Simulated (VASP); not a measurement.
Input:

```
CELL_PARAMETERS angstrom
      0.00000     2.10059     2.10059
      2.10059     0.00000     2.10059
      2.10059     2.10059     0.00000
ATOMIC_POSITIONS crystal
  Ti 0.00000 0.00000 0.00000
  C  0.50000 0.50000 0.50000
```

Method: PBEsol GGA, VASP's PBE PAW potentials (set 64) (plane waves; VASP 6.6.1). Settings: 620 eV cut-off, 15×15×15 Γ-centred mesh, first-order Methfessel-Paxton smearing of 0.10 eV, potentials Ti_sv C.

Energy and stress use the plane-wave basis of the starting cell.

Task: The ions, cell shape and volume at an external pressure of 30.0 GPa are relaxed. Which structure does the run end with?

Result: 
```
CELL_PARAMETERS angstrom
      0.00000     2.08129     2.08129
      2.08129     0.00000     2.08129
      2.08129     2.08129     0.00000
ATOMIC_POSITIONS crystal
  Ti 0.00000 0.00000 0.00000
  C  0.50000 0.50000 0.50000
```
Space group Fm-3m (225), at a tolerance of 0.03 Å.

Task: How do energy and volume change from the first to the last step?

Result: The energy (σ→0) changes by +39.0 meV/atom and the volume by -2.7 %, in 3 ionic steps.

```
step  E(σ→0) (eV)  max force (eV/Å)  pressure (GPa)  volume (Å³)
----  -----------  ----------------  --------------  -----------
1        -19.7270             0.000           19.79        18.54
2        -19.3803             0.000           54.58        17.00
3        -19.6490             0.000           29.79        18.03
```

The compound is TiC in the rock salt structure. This run relaxes it under an external pressure of 30 GPa. Symmetry was kept, so distortions that lower it aren't found.
